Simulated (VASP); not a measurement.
An input for Quantum ESPRESSO's pw.x (written as the equivalent of a VASP run, and not itself run):

```
&CONTROL
  calculation = 'relax'
  pseudo_dir = './pseudo'
  outdir = './out'
  tprnfor = .true.
  tstress = .true.
  nstep = 30
  forc_conv_thr = 0.00039
/
&SYSTEM
  ibrav = 0
  nat = 2
  ntyp = 2
  ecutwfc = 74
  occupations = 'smearing'
  smearing = 'gaussian'
  degauss = 0.003675
  input_dft = 'pbesol'
/
&ELECTRONS
  conv_thr = 7.3e-09
  electron_maxstep = 100
/
&IONS
/
ATOMIC_SPECIES
  K 39.098 K.upf
  Br 79.904 Br.upf
CELL_PARAMETERS angstrom
     0.0081954    3.2781482    3.2781482
     3.2781482    0.0081954    3.2781482
     3.2863436    3.2863436    0.0000000
ATOMIC_POSITIONS crystal
  K    0.0000000  0.0000000  0.0000000
  Br   0.5000000  0.5000000  0.5000000
K_POINTS automatic
  6 6 6 0 0 0
```

Task: Write the VASP files for the same calculation (PBEsol).

Result: One answer among several that fit: 
File POSCAR:
```
KBr
1
    0.0081953706     3.2781482420     3.2781482420
    3.2781482420     0.0081953706     3.2781482420
    3.2863436126     3.2863436126     0.0000000000
K Br
1 1
Direct
  0.0000000000   0.0000000000   0.0000000000
  0.5000000000   0.5000000000   0.5000000000
```

File KPOINTS:
```
Automatic mesh
0
Gamma
6 6 6
0 0 0
```

**INCAR**
```
SYSTEM = KBr
PREC = Accurate
ENCUT = 480
EDIFF = 1E-7
NELM = 100
ALGO = Normal
LREAL = .FALSE.
LASPH = .TRUE.
ISMEAR = 0
SIGMA = 0.05
GGA = PS
LMAXMIX = 4
LWAVE = .FALSE.
LCHARG = .FALSE.
ISIF = 2
IBRION = 2
NSW = 30
EDIFFG = -0.01
```

POTCAR, in this order: K_sv Br (PBE.64 set). Program: vasp_std.

The two are equivalent in intent, not identical: the potentials are each code's own (VASP's PAW set, PseudoDojo norm-conserving files in pw.x), so ENCUT and ecutwfc are chosen apart and not converted; conv_thr bounds pw.x's estimated SCF error, while EDIFF bounds the energy change between steps; forc_conv_thr acts on force components and is met together with etot_conv_thr.

The compound is KBr in the rock salt structure. This cell was strained or had an atom moved on purpose.
